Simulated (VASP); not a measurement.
A convergence study with VASP on NiSi2: one setting is varied, all else stays as given below, so the limit is that of these other settings.

```xyz
9
Lattice="3.8140 0.0000 0.0000 1.9070 3.3030 0.0000 0.0000 0.0000 21.7852" Properties=species:S:1:pos:R:3 pbc="T T T"
Ni     0.0000     0.0000     7.7785
Ni     1.9070     1.1010    10.8926
Ni     3.8140     2.2020    14.0067
Si     3.8140     2.2020     7.0000
Si     1.9070     1.1010     8.5570
Si     0.0000     0.0000    10.1141
Si     3.8140     2.2020    11.6711
Si     1.9070     1.1010    13.2281
Si     0.0000     0.0000    14.7852
```

Calculation: PBE GGA, VASP's PBE PAW potentials (set 64) (plane waves; VASP). The tightest run used: 600 eV cut-off, 9×9×1 Γ-centred mesh, Gaussian smearing of 0.10 eV, potentials Ni Si.

### Question
The settings run are ENCUT = 150; ENCUT = 180; ENCUT = 210; ENCUT = 255; ENCUT = 360; ENCUT = 450; ENCUT = 600. From which on does the energy per atom stay within 0.005 eV/atom of the tightest run?

### Answer
From ENCUT = 360 on: it is off by 0.0010 there and by no more than 0.005 in any finer run, while ENCUT = 255 is off by 0.0178.
```csv
setting,E (eV/atom),largest force (eV/Å),plane waves,difference judged (eV/atom)
ENCUT = 150,-3.7180,0.689,1170,1.8877
ENCUT = 180,-5.2180,0.633,1528,0.3877
ENCUT = 210,-5.4979,0.603,1925,0.1078
ENCUT = 255,-5.5879,0.615,2577,0.0178
ENCUT = 360,-5.6067,0.611,4282,0.0010
ENCUT = 450,-5.6058,0.611,6039,0.0001
ENCUT = 600,-5.6057,0.611,9211,0.0000
```

Left out are rungs that failed or repeat a setting and relaxations that didn't move; long series are thinned to 24 rows.

The cell is a sheet or thin cut with vacuum, built from a generated structure. The run is not spin-polarised, so no magnetic state was tried.
